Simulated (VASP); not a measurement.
A convergence study with VASP on MgSe (rock salt): one setting is varied, all else stays as given below, so the limit is that of these other settings.

```
MgSe
1.0
    0.00000     2.73000     2.73000
    2.73000     0.00000     2.73000
    2.73000     2.73000     0.00000
Mg Se
1 1
Direct
  0.00000   0.00000   0.00000
  0.50000   0.50000   0.50000
```

The numbers are results of PBE GGA, VASP's PBE PAW potentials (set 64) (plane waves; VASP), not measurements. The tightest run used: 550 eV cut-off, 17×17×17 Γ-centred mesh, Gaussian smearing of 0.050 eV, potentials Mg Se.

The settings run are 1×1×1 mesh; 2×2×2 mesh; 3×3×3 mesh; 5×5×5 mesh; 6×6×6 mesh; 8×8×8 mesh; 10×10×10 mesh; 11×11×11 mesh; 12×12×12 mesh; 13×13×13 mesh; 14×14×14 mesh; 16×16×16 mesh; 17×17×17 mesh. From which on does the energy per atom stay within 0.005 eV/atom of the tightest run?

From 6×6×6 mesh on: it is off by 0.0027 there and by no more than 0.005 in any finer run, while 5×5×5 mesh is off by 0.0093.
| setting | E (eV/atom) | pressure (GPa) | irreducible k-points | difference judged (eV/atom) |
|---|---|---|---|---|
| 1×1×1 mesh | 2.2111 | 50.43 | 1 | 5.9542 |
| 2×2×2 mesh | -2.9229 | 8.23 | 3 | 0.8202 |
| 3×3×3 mesh | -3.5924 | 3.20 | 4 | 0.1507 |
| 5×5×5 mesh | -3.7338 | 1.69 | 10 | 0.0093 |
| 6×6×6 mesh | -3.7404 | 1.60 | 16 | 0.0027 |
| 8×8×8 mesh | -3.7428 | 1.57 | 29 | 0.0003 |
| 10×10×10 mesh | -3.7431 | 1.57 | 47 | 0.0000 |
| 11×11×11 mesh | -3.7431 | 1.57 | 56 | 0.0000 |
| 12×12×12 mesh | -3.7431 | 1.57 | 72 | 0.0000 |
| 13×13×13 mesh | -3.7431 | 1.57 | 84 | 0.0000 |
| 14×14×14 mesh | -3.7431 | 1.57 | 104 | 0.0000 |
| 16×16×16 mesh | -3.7431 | 1.57 | 145 | 0.0000 |
| 17×17×17 mesh | -3.7431 | 1.57 | 165 | 0.0000 |

Left out are rungs that failed or repeat a setting and relaxations that didn't move; long series are thinned to 24 rows.

The compound is MgSe in the rock salt structure. The cell was not relaxed at this level.
